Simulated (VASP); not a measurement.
Here is the system:

```yaml
crystal:
  lattice:
    - [0.00000, 3.04777, 3.04777]
    - [3.04777, 0.00000, 3.04777]
    - [3.04777, 3.04777, 0.00000]
  atoms:
    - { symbol: Sr, position: [0.00000, 0.00000, 0.00000] }
```

Calculation: r2SCAN meta-GGA with spin-orbit coupling, VASP's PBE PAW potentials (set 64) (plane waves; VASP). Numerical set-up: 400 eV cut-off, 9×9×9 Γ-centred mesh, Gaussian smearing of 0.050 eV, potentials Sr_sv.

Problem. Give the energies of bands 9 to 17 at the high-symmetry points, in eV from the Fermi level.

Solution. 
```json
[
 {"band": "9", "Γ": "-3.75", "X": "-0.54", "U": "-0.01", "L": "-1.01", "W": "0.15"},
 {"band": "10", "Γ": "-3.75", "X": "-0.54", "U": "-0.01", "L": "-1.01", "W": "0.15"},
 {"band": "11", "Γ": "2.69", "X": "0.55", "U": "0.38", "L": "-0.03", "W": "0.70"},
 {"band": "12", "Γ": "2.69", "X": "0.55", "U": "0.38", "L": "-0.03", "W": "0.70"},
 {"band": "13", "Γ": "2.69", "X": "1.01", "U": "0.87", "L": "2.49", "W": "0.75"},
 {"band": "14", "Γ": "2.69", "X": "1.01", "U": "0.87", "L": "2.49", "W": "0.75"},
 {"band": "15", "Γ": "2.73", "X": "5.25", "U": "3.74", "L": "2.53", "W": "2.60"},
 {"band": "16", "Γ": "2.73", "X": "5.25", "U": "3.74", "L": "2.53", "W": "2.60"},
 {"band": "17", "Γ": "4.21", "X": "5.57", "U": "4.32", "L": "5.26", "W": "5.57"}
]
```

It has no gap at this level: it comes out as a metal or semimetal.

The compound is Sr in the fcc structure. It was relaxed first.
